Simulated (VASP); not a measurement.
Computed with PBE GGA, VASP's PBE PAW potentials (set 64) (plane waves; VASP).

A VASP calculation is set up with these files.

**POSCAR**
```
In
1
   -1.6454083310     1.6454083310     2.5349142511
    1.6454083310    -1.6454083310     2.5349142511
    1.6454083310     1.6454083310    -2.5349142511
In
1
Direct
  0.0000000000   0.0000000000   0.0000000000
```

INCAR:
```
# general
SYSTEM   =  In
PREC     =  Normal
ENCUT    =  400
LREAL    =  .FALSE.
LASPH    =  .TRUE.

# electronic loop
EDIFF    =  1E-5
NELM     =  100
NELMIN   =  4
ALGO     =  Fast
LMAXMIX  =  4

# smearing
ISMEAR   =  1
SIGMA    =  0.1

# functional
GGA      =  PE

# ions
IBRION   =  2
NSW      =  20
ISIF     =  2
EDIFFG   =  -0.03

# output
LWAVE    =  .TRUE.
LCHARG   =  .FALSE.
```

### KPOINTS
```
Automatic mesh
0
Gamma
16 16 20
0 0 0
```

POTCAR, in this order: In (PBE.64 set). Program: vasp_std.

The run wrote:

OSZICAR:
```
       N       E                     dE             d eps       ncg     rms          rms(c)
DAV:   1     0.287159590326E+00    0.28716E+00   -0.75762E+02 12225   0.287E+02
DAV:   2    -0.254387099603E+01   -0.28310E+01   -0.26194E+01 16355   0.304E+01
DAV:   3    -0.258215051060E+01   -0.38280E-01   -0.37966E-01 14625   0.368E+00
DAV:   4    -0.258221536173E+01   -0.64851E-04   -0.64801E-04 16275   0.173E-01
DAV:   5    -0.258221547008E+01   -0.10836E-06   -0.10878E-06 14610   0.533E-03    0.226E+00
RMM:   6    -0.256868547718E+01    0.13530E-01   -0.15017E-03 11980   0.244E-01    0.130E+00
RMM:   7    -0.255898355907E+01    0.97019E-02   -0.65420E-03 12688   0.484E-01    0.183E-01
RMM:   8    -0.255910540081E+01   -0.12184E-03   -0.39490E-04 11980   0.135E-01    0.663E-02
RMM:   9    -0.255910615188E+01   -0.75108E-06   -0.87582E-05 11910   0.629E-02
   1 F= -.25591062E+01 E0= -.25591310E+01  d E =-.255911E+01
```

**OUTCAR**
```
------------------------ aborting loop because EDIFF is reached ----------------------------------------
  FORCE on cell =-STRESS in cart. coord.  units (eV):
  Direction    XX          YY          ZZ          XY          YZ          ZX
  --------------------------------------------------------------------------------------
  Total       -0.0022766     -0.0022766      0.0525736      0.0000000     -0.0000000     -0.0000000
  in kB       -0.1328684     -0.1328684      3.0683720      0.0000000     -0.0000000     -0.0000000
  external PRESSURE =       0.9342117 kB  Pullay stress =       0.0000000 kB
  volume of cell :       27.45
      direct lattice vectors                 reciprocal lattice vectors
    -1.645408331  1.645408331  2.534914251     0.000000000  0.303875938  0.197245331
     1.645408331 -1.645408331  2.534914251     0.303875938  0.000000000  0.197245331
     1.645408331  1.645408331 -2.534914251     0.303875938  0.303875938  0.000000000
 POSITION                                       TOTAL-FORCE (eV/Angst)
 -----------------------------------------------------------------------------------
      0.00000      0.00000      0.00000         0.000000      0.000000     -0.000000
 -----------------------------------------------------------------------------------
    total drift:                                0.000000     -0.000000     -0.000000
  FREE ENERGIE OF THE ION-ELECTRON SYSTEM (eV)
  ---------------------------------------------------
  free  energy   TOTEN  =        -2.5591061519 eV

  energy  without entropy=       -2.5591805605  energy(sigma->0) =       -2.55913095

 reached required accuracy - stopping structural energy minimisation
```
(Selected blocks of OUTCAR.)

The compound is In in the bct structure. It was relaxed first, which changed the volume by +5 %.
